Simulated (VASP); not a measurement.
Sb:

```xyz
2
Lattice="2.1542 1.2437 3.7580 -2.1542 1.2437 3.7580 0.0000 -2.4875 3.7580" Properties=species:S:1:pos:R:3 pbc="T T T"
Sb    0.0000    0.0000    2.6324
Sb    0.0000    0.0000    8.6416
```

```yaml
Program: VASP 6.6.1
Task: relaxation of cell and atoms
Functional: LDA
Potentials_or_basis: VASP PAW LDA potentials, release 64 (Sb)
Cutoff: 600 eV
k_mesh: 12 × 12 × 10
Occupations: methfessel-paxton, width 0.1 eV
Spin: no spin polarisation
```

At the start: pressure -0.9 GPa; volume 30.21 Å³/atom.

Task: How do energy, volume and symmetry change on relaxing?

Result: Over 9 steps the energy falls by 6.1 meV/atom and the volume is 29.20 Å³/atom (-3.3 %); space group R-3m (No. 166, to 0.05 Å).

The path:
| step | energy change (eV) | largest force (eV/Å) | pressure (GPa) | volume (Å³) |
| --- | --- | --- | --- | --- |
| 1 | 0.0000 | 0.1250 | -0.90 | 60.41 |
| 2 | -0.0050 | 0.2004 | 0.38 | 58.94 |
| 3 | -0.0050 | 0.1980 | 0.34 | 58.99 |
| 4 | -0.0096 | 0.1078 | 0.23 | 58.69 |
| 5 | -0.0120 | 0.0157 | 0.14 | 58.23 |
| 6 | -0.0120 | 0.0114 | 0.14 | 58.24 |
| 7 | -0.0122 | 0.0157 | -0.16 | 58.54 |
| 8 | -0.0122 | 0.0145 | -0.07 | 58.45 |
| 9 | -0.0123 | 0.0048 | 0.00 | 58.40 |

Final structure:
```
Sb
1.0
     2.14994    1.24127    3.64732
    -2.14994    1.24127    3.64732
     0.00000   -2.48254    3.64732
Sb
2
Cartesian
  0.0000 0.0000 2.5900
  0.0000 0.0000 8.3520
```
